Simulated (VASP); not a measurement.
Calculation: PBE GGA with D3 dispersion (zero damping), VASP's PBE PAW potentials (set 64) (plane waves; VASP).

VASP input:

POSCAR:
```
PbTe
1
   -0.0000000000     3.2561527637     3.2561527637
    3.2561527637     0.0000000000     3.2561527637
    3.2561527637     3.2561527637     0.0000000000
Te Pb
1 1
Direct
  0.5000000000   0.5000000000   0.5000000000
  0.0000000000   0.0000000000   0.0000000000
```

INCAR:
```
SYSTEM = PbTe
PREC = Accurate
ENCUT = 520
EDIFF = 1E-6
NELM = 100
ALGO = Normal
LREAL = .FALSE.
LASPH = .TRUE.
ISMEAR = 0
SIGMA = 0.05
GGA = PE
IVDW = 11
LMAXMIX = 4
LWAVE = .FALSE.
LCHARG = .FALSE.
IBRION = 2
ISIF = 3
NSW = 60
EDIFFG = -0.01
```

File KPOINTS:
```
Automatic mesh
0
Gamma
6 6 6
0 0 0
```

POTCAR, in this order: Te Pb_d (PBE.64 set). Program: vasp_std.

What VASP printed:

OUTCAR:
```
 ion  position               nearest neighbor table
   1  0.500  0.500  0.500-   2 3.26   2 3.26   2 3.26   2 3.26   2 3.26   2 3.26
   2  0.000  0.000  0.000-   1 3.26   1 3.26   1 3.26   1 3.26   1 3.26   1 3.26
  LATTYP: Found a face centered cubic cell.
 ALAT       =     6.5123055274
 Subroutine PRICEL returns:
 Original cell was already a primitive cell.
 Subroutine GETGRP returns: Found 48 space group operations
The static configuration has the point symmetry O_h .
The dynamic configuration has the point symmetry O_h .
 Subroutine INISYM returns: Found 48 space group operations
 Subroutine IBZKPT returns following result:
 Found     16 irreducible k-points:

 Following reciprocal coordinates:
            Coordinates               Weight
  0.000000  0.000000  0.000000      1.000000
  0.166667  0.000000  0.000000      8.000000
  0.333333  0.000000  0.000000      8.000000
  0.500000  0.000000  0.000000      4.000000
  0.166667  0.166667  0.000000      6.000000
  0.333333  0.166667  0.000000     24.000000
  0.500000  0.166667  0.000000     24.000000
 -0.333333  0.166667  0.000000     24.000000
 -0.166667  0.166667  0.000000     12.000000
  0.333333  0.333333  0.000000      6.000000
  0.500000  0.333333  0.000000     24.000000
 -0.333333  0.333333  0.000000     12.000000
  0.500000  0.500000  0.000000      3.000000
  0.500000  0.333333  0.166667     24.000000
 -0.333333  0.333333  0.166667     24.000000
 -0.333333  0.500000  0.166667     12.000000
   k-points           NKPTS =     16   k-points in BZ     NKDIM =     16   number of bands    NBANDS=     14
   number of dos      NEDOS =    301   number of ions     NIONS =      2
   total plane-waves  NPLWV =  46656
   dimension x,y,z NGX =    36 NGY =   36 NGZ =   36
   dimension x,y,z NGXF=    72 NGYF=   72 NGZF=   72
   ions per type =               1   1
   PREC   = accura    normal or accurate (medium, high low for compatibility)
   ISTART =      0    job   : 0-new  1-cont  2-samecut
...
```

OSZICAR:
```
       N       E                     dE             d eps       ncg     rms          rms(c)
DAV:   1     0.152524732977E+03    0.15252E+03   -0.92086E+03   448   0.138E+03
DAV:   2     0.334517404512E+01   -0.14918E+03   -0.14513E+03   472   0.340E+02
DAV:   3    -0.734270977465E+01   -0.10688E+02   -0.10610E+02   598   0.985E+01
DAV:   4    -0.763625990983E+01   -0.29355E+00   -0.29343E+00   502   0.192E+01
DAV:   5    -0.764977773852E+01   -0.13518E-01   -0.13518E-01   646   0.374E+00    0.319E+00
DAV:   6    -0.751931529374E+01    0.13046E+00   -0.31246E-01   578   0.446E+00    0.198E+00
DAV:   7    -0.751598723104E+01    0.33281E-02   -0.95701E-02   560   0.174E+00    0.925E-01
DAV:   8    -0.751783281985E+01   -0.18456E-02   -0.10024E-02   508   0.118E+00    0.155E-01
DAV:   9    -0.751783151157E+01    0.13083E-05   -0.10680E-03   626   0.369E-01    0.589E-02
DAV:  10    -0.751788107723E+01   -0.49566E-04   -0.13066E-04   484   0.868E-02    0.239E-02
DAV:  11    -0.751788998780E+01   -0.89106E-05   -0.31446E-05   500   0.479E-02    0.114E-02
DAV:  12    -0.751789009662E+01   -0.10882E-06   -0.21690E-06   566   0.150E-02
   1 F= -.80494303E+01 E0= -.80494303E+01  d E =-.804943E+01
```

### OUTCAR
```
------------------------ aborting loop because EDIFF is reached ----------------------------------------
 Edisp (eV)   -0.53154
  FORCE on cell =-STRESS in cart. coord.  units (eV):
  Direction    XX          YY          ZZ          XY          YZ          ZX
  --------------------------------------------------------------------------------------
  Total       0.00007     0.00007     0.00007     0.00000     0.00000    -0.00000
  in kB       0.00171     0.00171     0.00171     0.00000     0.00000    -0.00000
  external pressure =        0.00 kB  Pullay stress =        0.00 kB
  volume of cell :       69.05
      direct lattice vectors                 reciprocal lattice vectors
     0.000000000  3.256152764  3.256152764    -0.153555449  0.153555449  0.153555449
     3.256152764  0.000000000  3.256152764     0.153555449 -0.153555449  0.153555449
     3.256152764  3.256152764  0.000000000     0.153555449  0.153555449 -0.153555449
  FREE ENERGIE OF THE ION-ELECTRON SYSTEM (eV)
  ---------------------------------------------------
  free  energy   TOTEN  =        -8.0494303048 eV

  energy  without entropy=       -8.0494303048  energy(sigma->0) =       -8.04943030

 reached required accuracy - stopping structural energy minimisation
```
(Selected blocks of OUTCAR.)

The compound is PbTe in the rock salt structure. It was relaxed first. The start is the result of an earlier pass.
